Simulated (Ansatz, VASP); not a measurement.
# One calculation of GaF, two programs

```
Ga F
1.0
     0.00000    2.57696    2.57696
     2.57696    0.00000    2.57696
     2.57696    2.57696    0.00000
Ga F
1 1
Direct
  0.25000 0.25000 0.25000
  0.00000 0.00000 0.00000
```

The cell was built by a generator and needn't be a form met in nature.

Alike in both runs: task band structure; functional LDA; k mesh 7 × 7 × 7; occupations fermi-dirac, width 0.05 eV; spin-orbit coupling, no magnetisation.

|  | VASP | Ansatz |
| --- | --- | --- |
| version | VASP 6.6.1 | Ansatz 0.2.0 |
| potentials or method | VASP PAW LDA potentials, release 64 (Ga_d, F) | Ansatz PAW |
| plane-wave cutoff (eV) | 520 | 420 |
| valence electrons in the cell | 20 | 20 |

VASP gave:

* gap on the k mesh at the Fermi level (eV): 1.12
* least direct gap on the mesh (eV): 1.12
* gap along the band path (eV): 0.75
* pressure (GPa): 8.3

**Question.** Which values does Ansatz return?

**Answer.** gap on the k mesh at the Fermi level (eV): 1.15; least direct gap on the mesh (eV): 1.15; gap along the band path (eV): 0.78; pressure (GPa): 8.3.

Caveats: the pressure holds a Pulay correction of +0.5 GPa for the finite cutoff (Ansatz); the PAW data sets come from PBE, with cores solved anew for the run's functional, which leaves a small shift of forces and pressure (Ansatz).
